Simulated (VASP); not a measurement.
```xyz
2
Lattice="0.0000 2.8290 2.8290 2.8290 0.0000 2.8290 2.8290 2.8290 0.0000" Properties=species:S:1:pos:R:3 pbc="T T T"
Ge     0.0000     0.0000     0.0000
Ge     1.4145     1.4145     1.4145
```

These are PBE GGA, VASP's PBE PAW potentials (set 64) (plane waves; VASP) values and carry that method's errors. Settings: 300 eV cut-off, 5×5×5 Γ-centred mesh, Fermi-Dirac smearing of 0.020 eV, potentials Ge_d.

Question: Give the energies of bands 12 to 17 at the high-symmetry points, in eV from the valence-band maximum.

Answer: 
```
band     Γ      X      U      L      W
----  ----  -----  -----  -----  -----
12    0.00  -8.89  -8.29  -7.60  -8.79
13    0.00  -3.08  -4.33  -1.41  -3.90
14    0.00  -3.08  -2.64  -1.41  -3.90
15    0.03   0.75   1.16   0.18   4.32
16    2.55   0.75   4.09   3.74   4.32
17    2.55   9.51   7.21   3.74   4.72
```

The gap is direct, 0.03 eV, from the valence maximum at Γ to the conduction minimum at Γ.

The structure is a typed Ge crystal (Fd-3m). The cell was not relaxed at this level.
